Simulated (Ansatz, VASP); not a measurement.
# BN in two plane-wave programs, part 2 of 3

Wanted: the spread between two codes on one cell, functional and k mesh. The cell is taken from a series of runs on this material, whose earlier steps may have relaxed, scaled, displaced or heated it; both programs get it as it stands.

VASP 6.6.1 and Ansatz 0.2.0.

So far: The starting structure; Ansatz: zone-centre phonons, LDA, pair 1.

## Step 3: VASP: zone-centre phonons, LDA, pair 1

Level of this step: LDA; plane waves and PAW (B, N) (VASP).

The same cell, functional (in two slightly different forms) and mesh now go to VASP, with its own data sets.

Lines of VASP's logs that name or quote its potential files are left out, and so is its time.

INCAR

```
SYSTEM = BN
PREC = Accurate
ENCUT = 600
EDIFF = 1E-08
NELM = 120
ISMEAR = 0
SIGMA = 0.01
LREAL = .FALSE.
ALGO = Normal
GGA = CA
NBANDS = 10
LORBIT = 11
LWAVE = .FALSE.
LCHARG = .FALSE.
ISIF = 2
IBRION = 8
LEPSILON = .TRUE.
LASPH = .TRUE.
GGA_COMPAT = .FALSE.
EFERMI = MIDGAP
KPAR = 2
```

POSCAR

```
BN
1.0
    0.0000000000      1.7808413997      1.8436230743
    1.7808413997      0.0000000000      1.8436230743
    1.7808413997      1.7808413997      0.0000000000
B N
1 1
Direct
    0.0000000000      0.0000000000      0.0000000000
    0.2500000000      0.2500000000      0.2500000000
```

KPOINTS

```
Automatic mesh
0
Gamma
12 12 12
0 0 0
```

The projector-augmented-wave data sets are B and N (LDA family, release 64).

Started as:

```sh
mpirun -np 2 vasp_std
```

Numbers of over 12 decimals in the logs are rounded to 6 here.

Log:

```text
[banner, memory and clock lines left out]
running    2 mpi-ranks, on    1 nodes
 distrk:  each k-point on    1 cores,    2 groups
 distr:  one band on    1 cores,    1 groups

 POSCAR found type information on POSCAR B N
 POSCAR found :  2 types and       2 ions
 LDA part: xc-table for (Slater(with rela. corr.)+CA(PZ))
 , standard interpolation
 POSCAR, INCAR and KPOINTS ok, starting setup
 FFT: planning ... GRIDC
 FFT: planning ... GRID_SOFT
 FFT: planning ... GRID
 WAVECAR not read
 entering main loop
       N       E                     dE             d eps       ncg     rms          rms(c)
DAV:   1     0.105353579615E+02    0.10535E+02   -0.54842E+03  3332   0.883E+02
DAV:   2    -0.200229597358E+02   -0.30558E+02   -0.29673E+02  3982   0.167E+02
DAV:   3    -0.205413746442E+02   -0.51841E+00   -0.51731E+00  3818   0.190E+01
DAV:   4    -0.205420866237E+02   -0.71198E-03   -0.71196E-03  3546   0.821E-01
DAV:   5    -0.205420873146E+02   -0.69097E-06   -0.69097E-06  3716   0.259E-02    0.654E+00
DAV:   6    -0.195374954698E+02    0.10046E+01   -0.33584E+00  3322   0.113E+01    0.309E+00
DAV:   7    -0.194261411062E+02    0.11135E+00   -0.90832E-02  3630   0.264E+00    0.177E+00
DAV:   8    -0.193942483154E+02    0.31893E-01   -0.49019E-02  3664   0.158E+00    0.179E-01
DAV:   9    -0.193940953984E+02    0.15292E-03   -0.88647E-04  3572   0.279E-01    0.807E-02
DAV:  10    -0.193940792383E+02    0.16160E-04   -0.46445E-05  3658   0.685E-02    0.137E-02
DAV:  11    -0.193940797249E+02   -0.48660E-06   -0.18625E-06  3662   0.985E-03    0.625E-03
DAV:  12    -0.193940796499E+02    0.74995E-07   -0.52669E-07  3528   0.453E-03    0.215E-04
DAV:  13    -0.193940796499E+02   -0.38767E-10   -0.81742E-09  2060   0.928E-04
   1 F= -.19394080E+02 E0= -.19394080E+02  d E =0.000000E+00
 Linear response reoptimize wavefunctions to high precision
DAV:   1    -0.193940796496E+02    0.28717E-09   -0.20805E-10  2188   0.178E-04
DAV:   2    -0.193940796496E+02   -0.26034E-10   -0.57826E-12  1740   0.292E-05
 Linear response G [H, r] |phi>, progress :
  Direction:   1
       N       E                     dE             d eps       ncg     rms
RMM:   1    -0.354813210339E+02   -0.35481E+02   -0.11565E+01  7465   0.508E+01
RMM:   2    -0.307831270564E+02    0.46982E+01   -0.91203E-01  5178   0.880E+00
RMM:   3    -0.307890206486E+02   -0.58936E-02    0.12174E-03  5505   0.365E-01
RMM:   4    -0.307893131200E+02   -0.29247E-03    0.21364E-04  5771   0.216E-02
RMM:   5    -0.307893339336E+02   -0.20814E-04    0.13211E-05  5638   0.164E-03
RMM:   6    -0.307893351502E+02   -0.12166E-05    0.96306E-07  4748   0.285E-04
RMM:   7    -0.307893352521E+02   -0.10196E-06   -0.65386E-08  3993   0.190E-04
RMM:   8    -0.307893352521E+02    0.48104E-10   -0.41199E-08  3945   0.189E-04
 Linear response G [H, r] |phi>, progress :
  Direction:   2
       N       E                     dE             d eps       ncg     rms
RMM:   1    -0.300492290654E+02   -0.30049E+02    0.23625E+01  7415   0.491E+01
RMM:   2    -0.281681778362E+02    0.18811E+01   -0.73896E-01  5140   0.792E+00
RMM:   3    -0.281721077344E+02   -0.39299E-02    0.23661E-04  5510   0.342E-01
RMM:   4    -0.281723136311E+02   -0.20590E-03    0.16870E-04  5851   0.213E-02
RMM:   5    -0.281723302569E+02   -0.16626E-04    0.11109E-05  5653   0.172E-03
RMM:   6    -0.281723313081E+02   -0.10512E-05    0.68613E-07  4840   0.299E-04
RMM:   7    -0.281723313916E+02   -0.83500E-07   -0.12156E-07  4034   0.195E-04
RMM:   8    -0.281723313953E+02   -0.36833E-08   -0.13947E-07  4052   0.192E-04
RMM:   9    -0.281723313951E+02    0.16937E-09   -0.15185E-07  3866   0.193E-04
RMM:  10    -0.281723313952E+02   -0.62737E-10   -0.22465E-07  3340   0.192E-04
 Linear response G [H, r] |phi>, progress :
  Direction:   3
       N       E                     dE             d eps       ncg     rms
RMM:   1    -0.319548734114E+02   -0.31955E+02    0.98728E+00  7259   0.495E+01
RMM:   2    -0.294572730924E+02    0.24976E+01   -0.85511E-01  5137   0.826E+00
RMM:   3    -0.294580833105E+02   -0.81022E-03   -0.19393E-03  5493   0.349E-01
RMM:   4    -0.294580828589E+02    0.45163E-06    0.50413E-06  5742   0.210E-02
RMM:   5    -0.294580841185E+02   -0.12596E-05    0.57095E-07  5551   0.161E-03
RMM:   6    -0.294580841905E+02   -0.72022E-07   -0.71959E-08  4683   0.260E-04
RMM:   7    -0.294580841940E+02   -0.34468E-08   -0.95060E-08  3915   0.167E-04
 Linear response to external field (no local field effect), progress :
  Direction:   1
       N       E                     dE             d eps       ncg     rms          rms(c)
RMM:   1    -0.131533189814E+00   -0.13153E+00   -0.40544E-01  7432   0.192E+00
RMM:   2    -0.132031225244E+00   -0.49804E-03   -0.31662E-04  5255   0.146E-01
RMM:   3    -0.132031951331E+00   -0.72609E-06   -0.42653E-07  5351   0.494E-03
RMM:   4    -0.132031953661E+00   -0.23292E-08   -0.60400E-10  4837   0.231E-04
 change of polarisation eV/A/(eV/A) component  1 :     0.264     0.059     0.081
 dielectric tensor                  component  1 :     5.086     0.919     1.255
 Linear response to external field (no local field effect), progress :
  Direction:   2
       N       E                     dE             d eps       ncg     rms          rms(c)
RMM:   1    -0.105683327555E+00   -0.10568E+00   -0.30406E-01  7418   0.177E+00
[...]
RMM:   9    -0.121055323630E+00    0.17697E-07   -0.10929E-10  8512   0.421E-05    0.207E-06
 change of polarisation eV/A/(eV/A) component  2 :     0.026     0.228     0.002
 dielectric tensor                  component  2 :     0.403     4.532     0.031
 Linear response to external field, progress :
  Direction:   3
       N       E                     dE             d eps       ncg     rms          rms(c)
RMM:   1    -0.124428162980E+00   -0.12443E+00   -0.38424E-01 12595   0.188E+00
RMM:   2    -0.124815900787E+00   -0.38774E-03   -0.26472E-04  9067   0.138E-01    0.598E-01
RMM:   3    -0.122383045040E+00    0.24329E-02   -0.10013E-03  8910   0.245E-01    0.350E-01
RMM:   4    -0.126386872451E+00   -0.40038E-02   -0.14908E-03  9176   0.299E-01    0.366E-02
RMM:   5    -0.126849300801E+00   -0.46243E-03   -0.15756E-05  9280   0.320E-02    0.427E-03
RMM:   6    -0.126864220107E+00   -0.14919E-04   -0.29994E-08  9419   0.175E-03    0.225E-03
RMM:   7    -0.126873447384E+00   -0.92273E-05   -0.77171E-09  9377   0.860E-04    0.102E-04
RMM:   8    -0.126873674191E+00   -0.22681E-06   -0.30914E-11  5498   0.355E-05    0.276E-05
RMM:   9    -0.126873669140E+00    0.50511E-08   -0.10499E-11  4722   0.401E-05    0.236E-06
 change of polarisation eV/A/(eV/A) component  3 :     0.068     0.008     0.239
 dielectric tensor                  component  3 :     1.047     0.131     4.700
 Linear response DOF=           4
 Linear response progress:
  Degree of freedom:   1/  4
       N       E                     dE             d eps       ncg     rms          rms(c)
RMM:   1    -0.416221998856E-01   -0.41622E-01   -0.27993E-02 24806   0.134E+00
RMM:   2    -0.359040067436E-01    0.57182E-02   -0.73787E-04 14627   0.244E-01    0.142E-01
RMM:   3    -0.358651537962E-01    0.38853E-04   -0.86800E-05 15360   0.738E-02    0.801E-02
RMM:   4    -0.361338424536E-01   -0.26869E-03   -0.11502E-04 15374   0.847E-02    0.721E-03
RMM:   5    -0.361238590618E-01    0.99834E-05   -0.62179E-07 15724   0.695E-03    0.104E-03
RMM:   6    -0.361215041394E-01    0.23549E-05   -0.80929E-09 15790   0.521E-04    0.385E-04
RMM:   7    -0.361193017201E-01    0.22024E-05   -0.53905E-09 15986   0.381E-04    0.435E-05
RMM:   8    -0.361193728456E-01   -0.71126E-07    0.13315E-09 16166   0.361E-05    0.962E-06
RMM:   9    -0.361193234173E-01    0.49428E-07    0.34883E-10 16456   0.197E-05    0.839E-07
RMM:  10    -0.361193226626E-01    0.75471E-09    0.22871E-10 10624   0.127E-05    0.313E-07
 first order change of Fermi-energy  -0.20085E-04
 force on displaced ion       1 direction 1 : -24.773   0.000  -0.000
 Born effective charge ion    1 direction 1 :   1.854   0.000   0.000
 Linear response progress:
  Degree of freedom:   2/  4
       N       E                     dE             d eps       ncg     rms          rms(c)
RMM:   1    -0.416330782413E-01   -0.41633E-01   -0.21009E-02 14082   0.136E+00
RMM:   2    -0.364554341467E-01    0.51776E-02   -0.65065E-04  8599   0.244E-01    0.148E-01
RMM:   3    -0.364127426482E-01    0.42691E-04   -0.68129E-05  8920   0.797E-02    0.827E-02
RMM:   4    -0.367016376195E-01   -0.28889E-03   -0.13034E-04  8937   0.891E-02    0.817E-03
RMM:   5    -0.366956382834E-01    0.59993E-05   -0.32889E-07  9173   0.759E-03    0.114E-03
RMM:   6    -0.366933154309E-01    0.23229E-05    0.30271E-08  9224   0.539E-04    0.430E-04
RMM:   7    -0.366909898674E-01    0.23256E-05    0.40266E-09  9297   0.401E-04    0.446E-05
RMM:   8    -0.366910723743E-01   -0.82507E-07   -0.23864E-09  9410   0.352E-05    0.111E-05
RMM:   9    -0.366910176402E-01    0.54734E-07   -0.96709E-09  9487   0.185E-05    0.930E-07
RMM:  10    -0.366910180300E-01   -0.38973E-09   -0.20688E-09  6183   0.111E-05    0.369E-07
 first order change of Fermi-energy   0.44769E+01
 force on displaced ion       1 direction 3 :   0.000   0.000 -23.809
 Born effective charge ion    1 direction 3 :   0.000   0.000   1.949
 Linear response progress:
  Degree of freedom:   3/  4
       N       E                     dE             d eps       ncg     rms          rms(c)
RMM:   1    -0.230026122794E+00   -0.23003E+00    0.97402E-02 19577   0.331E+00
RMM:   2    -0.223702510046E+00    0.63236E-02   -0.20340E-03 14665   0.442E-01    0.225E-01
RMM:   3    -0.224690906111E+00   -0.98840E-03   -0.37649E-04 14257   0.155E-01    0.122E-01
RMM:   4    -0.226684307614E+00   -0.19934E-02   -0.35574E-04 13751   0.151E-01    0.229E-02
RMM:   5    -0.226740695889E+00   -0.56388E-04   -0.59167E-06 15832   0.225E-02    0.856E-04
RMM:   6    -0.226748067304E+00   -0.73714E-05   -0.29572E-08 15671   0.111E-03    0.402E-04
RMM:   7    -0.226746126654E+00    0.19407E-05   -0.87138E-09 16025   0.377E-04    0.460E-05
RMM:   8    -0.226745929993E+00    0.19666E-06   -0.44156E-09 16072   0.368E-05    0.191E-05
RMM:   9    -0.226745880027E+00    0.49966E-07   -0.42313E-09 16513   0.326E-05    0.947E-07
RMM:  10    -0.226745880306E+00   -0.27891E-09   -0.42323E-09 11881   0.190E-05    0.353E-07
 first order change of Fermi-energy   0.67214E-04
 force on displaced ion       2 direction 1 : -24.773  -0.000  -0.000
 Born effective charge ion    2 direction 1 :  -1.854   0.000   0.000
 Linear response progress:
  Degree of freedom:   4/  4
       N       E                     dE             d eps       ncg     rms          rms(c)
RMM:   1    -0.229177038503E+00   -0.22918E+00    0.11470E-01 11260   0.333E+00
RMM:   2    -0.223774463908E+00    0.54026E-02   -0.20562E-03  8591   0.441E-01    0.231E-01
RMM:   3    -0.224728656558E+00   -0.95419E-03   -0.40956E-04  8354   0.161E-01    0.125E-01
RMM:   4    -0.226743749405E+00   -0.20151E-02   -0.38846E-04  8066   0.157E-01    0.229E-02
RMM:   5    -0.226791143332E+00   -0.47394E-04   -0.62203E-06  9275   0.232E-02    0.910E-04
RMM:   6    -0.226799065961E+00   -0.79226E-05   -0.29976E-08  9127   0.115E-03    0.426E-04
RMM:   7    -0.226797077312E+00    0.19886E-05   -0.68340E-09  9422   0.391E-04    0.470E-05
RMM:   8    -0.226796869266E+00    0.20805E-06   -0.40698E-09  9381   0.400E-05    0.204E-05
RMM:   9    -0.226796797301E+00    0.71965E-07   -0.52898E-09  9687   0.365E-05    0.991E-07
RMM:  10    -0.226796797318E+00   -0.17053E-10   -0.76719E-09  6838   0.224E-05    0.513E-07
 first order change of Fermi-energy  -0.44761E+01
 force on displaced ion       2 direction 3 :  -0.000  -0.000 -23.810
 Born effective charge ion    2 direction 3 :   0.000   0.000  -1.949
 Born effective charges drift removed
 Linear response finished
```

From OUTCAR (step 3):

```text
ion  position               nearest neighbor table
   1  0.000  0.000  0.000-   2 1.56   2 1.56   2 1.56   2 1.56
   2  0.250  0.250  0.250-   1 1.56   1 1.56   1 1.56   1 1.56

  LATTYP: Found a body centered tetragonal cell.
 ALAT       =     2.5184900599
 C/A-ratio  =     1.4640701615

 Subroutine GETGRP returns: Found  8 space group operations
 (whereof  8 operations were pure point group operations)

The static configuration has the point symmetry D_2d.

 Found    163 irreducible k-points:

   k-points           NKPTS =    163   k-points in BZ     NKDIM =    163   number of bands    NBANDS=     10

   dimension x,y,z NGX =    20 NGY =   20 NGZ =   20
   dimension x,y,z NGXF=    40 NGYF=   40 NGZF=   40

   ENCUT  =  600.0 eV  44.10 Ry    6.64 a.u.   5.12  5.12  5.03*2*pi/ulx,y,z

   NELECT =       8.0000    total number of electrons

 k-points in reciprocal lattice and weights: Automatic mesh
   0.00000000  0.00000000  0.00000000       0.001
   0.08333333 -0.00000000  0.00000000       0.005
   0.16666667  0.00000000  0.00000000       0.005
   0.25000000  0.00000000  0.00000000       0.005
   0.33333333  0.00000000  0.00000000       0.005
   0.41666667  0.00000000  0.00000000       0.005
   0.50000000  0.00000000  0.00000000       0.002
   0.08333333  0.08333333  0.00000000       0.001
   0.16666667  0.08333333  0.00000000       0.005
[...]
-0.33333333  0.16666667  0.50000000       0.002
  -0.25000000  0.25000000  0.50000000       0.001

 average (electrostatic) potential at core
       1 -29.4389       2 -59.9881

  Total        0.0637738      0.0637738     -1.5841126      0.0000000      0.0000000      0.0000000
  in kB        8.7377631      8.7377631   -217.0421176      0.0000000      0.0000000      0.0000000
  external PRESSURE =     -66.5221972 kB  Pullay stress =       0.0000000 kB

  energy-cutoff  :      600.00
  volume of cell :       11.69
      direct lattice vectors                 reciprocal lattice vectors
     0.000000000  1.780841400  1.843623074    -0.280766159  0.280766159  0.271205111
     1.780841400  0.000000000  1.843623074     0.280766159 -0.280766159  0.271205111
     1.780841400  1.780841400  0.000000000     0.280766159  0.280766159 -0.271205111

 POSITION                                       TOTAL-FORCE (eV/Angst)
 -----------------------------------------------------------------------------------
      0.00000      0.00000      0.00000        -0.000000     -0.000000      0.000000
      0.89042      0.89042      0.92181         0.000000      0.000000      0.000000
 -----------------------------------------------------------------------------------
    total drift:                                0.000001      0.000001     -0.000002

 MACROSCOPIC STATIC DIELECTRIC TENSOR (including local field effects in DFT)
 ------------------------------------------------------
           4.531674     0.000000     0.000000
           0.000000     4.531674     0.000000
           0.000000     0.000000     4.699864
 ------------------------------------------------------

 PIEZOELECTRIC TENSOR (including local field effects)  for field in x, y, z        (C/m^2)
          XX          YY          ZZ          XY          YZ          ZX
  --------------------------------------------------------------------------------
  x     0.00000     0.00000     0.00000     0.00000    -1.03116     0.00000
  y    -0.00000     0.00000     0.00000     0.00000     0.00000    -1.03116
  z     0.00000     0.00000     0.00000    -1.02122     0.00000     0.00000

 BORN EFFECTIVE CHARGES (including local field effects) (in |e|, cummulative output)
 ---------------------------------------------------------------------------------
 ion    1
    1     1.85361     0.00000     0.00000
    2     0.00000     1.85361     0.00000
    3     0.00000     0.00000     1.94926
 ion    2
    1    -1.85361     0.00000     0.00000
    2     0.00000    -1.85361     0.00000
    3     0.00000     0.00000    -1.94926

 Eigenvectors and eigenvalues of the dynamical matrix
 ----------------------------------------------------

   1 f  =   31.503419 THz   197.941820 2PiTHz 1050.840948 cm-1   130.287614 meV
             X         Y         Z           dx          dy          dz
      0.000000  0.000000  0.000000    -0.751183    0.000000    0.000000
      0.890421  0.890421  0.921812     0.660094    0.000000    0.000000

   2 f  =   31.503419 THz   197.941820 2PiTHz 1050.840948 cm-1   130.287614 meV
             X         Y         Z           dx          dy          dz
      0.000000  0.000000  0.000000     0.000000   -0.751183   -0.000000
      0.890421  0.890421  0.921812     0.000000    0.660094    0.000000

   3 f  =   30.884425 THz   194.052564 2PiTHz 1030.193519 cm-1   127.727660 meV
             X         Y         Z           dx          dy          dz
      0.000000  0.000000  0.000000     0.000000    0.000000   -0.751181
      0.890421  0.890421  0.921812     0.000000    0.000000    0.660096

   4 f/i=    0.000227 THz     0.001424 2PiTHz    0.007561 cm-1     0.000937 meV
             X         Y         Z           dx          dy          dz
      0.000000  0.000000  0.000000     0.000000   -0.660094    0.000001
      0.890421  0.890421  0.921812     0.000000   -0.751183    0.000002

   5 f/i=    0.000227 THz     0.001424 2PiTHz    0.007561 cm-1     0.000937 meV
             X         Y         Z           dx          dy          dz
      0.000000  0.000000  0.000000    -0.660094    0.000000    0.000000
      0.890421  0.890421  0.921812    -0.751183    0.000000    0.000000

   6 f/i=    0.000305 THz     0.001919 2PiTHz    0.010190 cm-1     0.001263 meV
             X         Y         Z           dx          dy          dz
      0.000000  0.000000  0.000000     0.000000    0.000001    0.660096
      0.890421  0.890421  0.921812     0.000000    0.000002    0.751181

 MACROSCOPIC STATIC DIELECTRIC TENSOR IONIC CONTRIBUTION
 ------------------------------------------------------
           2.146211    -0.000000    -0.000000
          -0.000000     2.146211     0.000000
          -0.000000     0.000000     2.469515
 ------------------------------------------------------

 ELASTIC MODULI CONTR FROM IONIC RELAXATION (kBar)
 Direction    XX          YY          ZZ          XY          YZ          ZX
 --------------------------------------------------------------------------------
 XX           0.0000      0.0000      0.0000      0.0000      0.0000      0.0000
 YY           0.0000      0.0000      0.0000      0.0000      0.0000      0.0000
 ZZ           0.0000      0.0000      0.0000      0.0000      0.0000      0.0000
 XY           0.0000      0.0000      0.0000    -15.0154      0.0000     -0.0000
 YZ           0.0000      0.0000      0.0000      0.0000    -18.1640      0.0000
 ZX           0.0000      0.0000      0.0000     -0.0000      0.0000    -20.6926
 --------------------------------------------------------------------------------

 PIEZOELECTRIC TENSOR IONIC CONTR  for field in x, y, z        (C/m^2)
          XX          YY          ZZ          XY          YZ          ZX
  --------------------------------------------------------------------------------
  x     0.00000     0.00000     0.00000    -0.00000     0.18579    -0.00000
  y     0.00000     0.00000     0.00000     0.00000    -0.00000     0.19830
  z     0.00000     0.00000     0.00000     0.18120    -0.00000     0.00000
```

## Step 4: Comparison

Known differences besides the potentials themselves: the two LDA forms differ slightly; fixed occupations in Ansatz, narrow Gaussian smearing in VASP; the cutoff is 420 eV in Ansatz and 600 eV in VASP; VASP's log shows a relativistic correction to its local exchange, Ansatz's none. Total energies have different zeros and are not compared.

Compared:

```csv
quantity,Ansatz,VASP,difference
ε∞ xx,4.53,4.53,+0.06 %
ε∞ yy,4.53,4.53,+0.06 %
ε∞ zz,4.70,4.70,+0.06 %
Born charge of B1 (mean of the diagonal) (e),1.89,1.89,0.00
Born charge of N2 (mean of the diagonal) (e),-1.89,-1.89,0.00
optical mode 1 (cm⁻¹),1024.7,1030.2,-0.53 %
optical mode 2 to 3 (cm⁻¹),1046.2,1050.8,-0.44 %
```

Modes are paired by rising frequency, not by their patterns, so a pair may set unlike modes beside each other; they are those without the splitting of longitudinal modes.

[end of part 2 of 3]

[Lines on the potential files, build, host, timing and source positions are cut from VASP's logs without a mark.]

[Logs are printed without paths, hosts, clocks, repeated set-up lines and the standing remarks that a program may print on its own settings, such as how far it seeks lower states.]

[Hosts, paths, dates, database ids (printed as entryN), source tags and the programs' standing remarks are cut or masked in the printed files.]
